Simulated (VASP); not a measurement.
Ag₂S (space group Cmce): computed properties

Computed with PBEsol GGA, VASP's PBE PAW potentials (set 64) (plane waves; VASP 6.6.1).

```json
{
 "space_group": "Cmce (64)",
 "cell": "a = 4.6932 Å, b = 7.3476 Å, c = 6.1493 Å, α = 90.00°, β = 90.00°, γ = 90.00°",
 "volume_per_atom": "17.67 Å³/atom",
 "band gap (over mesh and band path)": "0.04 eV",
 "smallest direct gap (over mesh and band path)": "0.09 eV",
 "band_edge_character_without_spin_orbit_coupling": "indirect, Γ-S at 0.29 to Γ-Y at 0.14",
 "band_gap_with_spin_orbit_coupling": "none (metallic)",
 "density": "7.76 g/cm³",
 "optical Γ-point spectrum": "104i, 16, 35, 37, 69, 77, 81, 95, 111, 116, 116, 125, 177, 196, 235 cm⁻¹"
}
```

```xyz
6
Lattice="2.3466 -3.6738 0.0000 2.3466 3.6738 0.0000 0.0000 0.0000 6.1493" Properties=species:S:1:pos:R:3 pbc="T T T"
Ag     2.3466     1.2356     5.4317
Ag     2.3466    -1.2356     0.7176
Ag     2.3466     2.4382     2.3571
Ag     2.3466    -2.4382     3.7922
S      2.3466     3.6738     0.0000
S      2.3466     0.0000     3.0746
```

The structure comes from a computed database's Ag2S entry (Cmce); how it stands against other phases isn't given here. It was relaxed first, which changed the volume by -10 %. Symmetry was kept, so distortions that lower it aren't found.
